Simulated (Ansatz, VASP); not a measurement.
## One calculation of Pb8SO15 (a cell with a defect) (PbO2), two programs

```xyz
24
Lattice="0.0000 5.1400 5.1400 5.1400 0.0000 5.1400 5.1400 5.1400 0.0000" Properties=species:S:1:pos:R:3 pbc="T T T"
Pb   -0.0717   -0.0717   -0.0717
Pb    2.6417    2.6417   -0.0717
Pb    2.6417   -0.0717    2.6417
Pb    5.1534    2.5566    2.5566
Pb   -0.0717    2.6417    2.6417
Pb    2.5566    5.1534    2.5566
Pb    2.5566    2.5566    5.1534
Pb    5.1534    5.1534    5.1534
S     1.2850    1.2850    1.2850
O     3.8550    3.8550    1.2692
O     3.8550    1.2692    3.8550
O     6.4408    3.8550    3.8550
O     1.2692    3.8550    3.8550
O     3.8550    6.4408    3.8550
O     3.8550    3.8550    6.4408
O     6.4250    6.4250    6.4250
O     3.8550    3.8550    3.8550
O     6.4250    6.4250    3.9119
O     6.4250    3.9119    6.4250
O     8.9381    6.4250    6.4250
O     3.9119    6.4250    6.4250
O     6.4250    8.9381    6.4250
O     6.4250    6.4250    8.9381
O     8.9950    8.9950    8.9950
```

Alike in both runs: functional PBE; k mesh 3 × 3 × 3; occupations fermi-dirac, width 0.01 eV; no spin polarisation.

Ansatz relaxed the structure, and its values are those at the end. VASP's run is a single point on that final structure, the one shown.

|  | VASP | Ansatz |
| --- | --- | --- |
| version | VASP 6.6.1 | Ansatz 0.2.0 |
| potentials or method | VASP PAW PBE potentials, release 64 (Pb_d, S, O) | plane-wave PAW, scalar-relativistic |
| plane-wave cutoff (eV) | 520 | 420 |
| valence electrons in the cell | 208 | 208 |

```tsv
	VASP	Ansatz	Ansatz less VASP
rms of the force components (eV/Å)	0.018	0.001	-0.0175
```

Ansatz warned: «gradients_without_spin_orbit».

 Spin-orbit coupling is left out, which matters for the levels of Pb.
